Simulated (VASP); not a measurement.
Given:

```
Sn
1.0
   -2.94998     2.94998     1.59665
    2.94998    -2.94998     1.59665
    2.94998     2.94998    -1.59665
Sn
2
Direct
  0.25000   0.75000   0.50000
  0.00000   0.00000   0.00000
```

Calculation: PBE GGA with D3 dispersion (zero damping), VASP's PBE PAW potentials (set 64) (plane waves; VASP). Settings: 520 eV cut-off, Gaussian smearing of 0.050 eV, potentials Sn_d.

Problem. Give the energies of bands 11 to 17 at the high-symmetry points, in eV from the Fermi level.

Solution. 
```
band       Γ      X      M      Z      P      N
----  ------  -----  -----  -----  -----  -----
11    -10.96  -8.77  -7.51  -6.44  -5.90  -6.83
12     -3.76  -8.77  -7.51  -5.56  -5.90  -5.30
13     -1.93   0.57  -4.67  -2.94  -3.43  -2.33
14     -1.93   0.57  -4.67  -2.81  -3.43  -1.67
15      2.99   1.49   5.08  -2.81   3.50  -1.07
16      6.06   1.49   5.08   2.96   3.50   2.29
17      6.06   6.02   9.08   5.52   3.85   2.79
```

It has no gap at this level: it comes out as a metal or semimetal.

The compound is Sn in the beta structure. It was relaxed first.
